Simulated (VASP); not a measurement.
An input for Ansatz (written as the equivalent of a VASP run, and not itself run):

Ansatz 0.2 input:
```yaml
crystal:
  lattice:
    - [0.0000000, 2.9383440, 2.9383440]
    - [2.9383440, 0.0000000, 2.9383440]
    - [2.9383440, 2.9383440, 0.0000000]
  atoms:
    - { symbol: Ca, position: [0.0000000, 0.0000000, 0.0000000] }
    - { symbol: Se, position: [0.5000000, 0.5000000, 0.5000000] }
kpoints:
  mp_grid: { grid: [9, 9, 9] }
hamiltonian:
  xc: pbe
  dispersion: d3bj
  pseudopotentials: { kind: paw }
scf:
  occupations: { method: tetrahedron }
  max_iter: 100
output: { forces: true, stress: true, eigenvalues: true }
```

### Question
Write the VASP files for the same calculation (PBE-D3(BJ)).

### Answer
Several could match; the one computed here: 
**POSCAR**
```
CaSe
1.0
  0.0000000000   2.9383439659   2.9383439659
  2.9383439659   0.0000000000   2.9383439659
  2.9383439659   2.9383439659   0.0000000000
Ca Se
1 1
Cartesian
  0.0000000000   0.0000000000   0.0000000000
  2.9383439659   2.9383439659   2.9383439659
```

File KPOINTS:
```
kpoints
0
gamma
 9 9 9
```

INCAR:
```
ALGO = Normal
EDIFF = 1E-7
ENCUT = 520
GGA = PE
ISIF = 2
ISMEAR = -5
IVDW = 12
LASPH = .TRUE.
LCHARG = .TRUE.
LMAXMIX = 4
LORBIT = 11
LREAL = .FALSE.
LWAVE = .FALSE.
NEDOS = 601
NELM = 100
PREC = Accurate
SYSTEM = CaSe
```

POTCAR, in this order: Ca_sv Se (PBE.64 set). Program: vasp_std.

What does not carry over: each code has its own PAW files, so the cut-off isn't converted (ENCUT is set for VASP's; basis.ecutwfc is left out, and Ansatz then takes the one that its files recommend); Ansatz stops its SCF on the density residual and VASP on the energy change (EDIFF).

The compound is CaSe in the rock salt structure. It was relaxed first.
